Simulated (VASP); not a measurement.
Crystal: Si2Mo.

```xyz
3
Lattice="-1.6021 1.6021 3.9081 1.6021 -1.6021 3.9081 1.6021 1.6021 -3.9081" Properties=species:S:1:pos:R:3 pbc="T T T"
Si    0.0000    0.0000    5.1944
Si    0.0000    0.0000    2.6218
Mo    0.0000    0.0000    0.0000
```

The cell is a database's computed one.

* Program: VASP 6.6.1
* Task: relaxation of cell and atoms
* Functional: PBE
* Potentials or basis: VASP PAW PBE potentials, release 64 (Si, Mo_sv)
* Cutoff: 600 eV
* k mesh: 8 × 8 × 8
* Occupations: gaussian, width 0.1 eV
* Spin: no spin polarisation

At the start: pressure 3.5 GPa; volume 13.38 Å³/atom.

Q: How do energy, volume and symmetry change on relaxing?

A: Over 3 steps the energy falls by 2.4 meV/atom and the volume is 13.59 Å³/atom (+1.6 %); space group I4/mmm (No. 139, to 0.05 Å).

The path:
```
step  energy change (eV)  largest force (eV/Å)  pressure (GPa)  volume (Å³)
   1              0.0000                0.0759            3.47        40.13
   2              0.0112                0.1014           -5.15        41.83
   3             -0.0072                0.0047           -0.03        40.77
```

Final structure:
```
CELL_PARAMETERS angstrom
-1.60938 1.60938 3.93515
1.60938 -1.60938 3.93515
1.60938 1.60938 -3.93515
ATOMIC_POSITIONS crystal
Si 0.66475 0.66475 0.00000
Si 0.33525 0.33525 0.00000
Mo 0.00000 0.00000 0.00000
```
